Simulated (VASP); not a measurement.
Energy against volume of Er (hcp). Calculation: r2SCAN meta-GGA, VASP's PBE PAW potentials (set 64) (plane waves; VASP). Settings: 520 eV cut-off, 12×12×7 Γ-centred mesh, first-order Methfessel-Paxton smearing of 0.10 eV, potentials Er_3.

The 4f electrons are frozen in the core of the lanthanide potential, so 4f levels, which can set the real gap, and their magnetism are missing.

Shape and ions are relaxed at each volume.

| V (Å³/atom) | E (eV/atom) |
|---|---|
| 29.820 | -33.90023 |
| 30.743 | -33.90592 |
| 31.665 | -33.90356 |
| 32.587 | -33.89408 |

### Question
Fit these four points and predict the energy of the run at 28.898 Å³/atom.

### Answer
A cubic in V^(−2/3), the third-order Birch-Murnaghan form, passes through the four points with V0 = 30.92 Å³/atom and B0 = 46 GPa, and gives -33.8855 eV/atom there. The run gave -33.8854 eV/atom, +0.0 meV/atom from the fit; all five points give B0 = 46 GPa.

The compound is Er in the hcp structure. It was relaxed first.
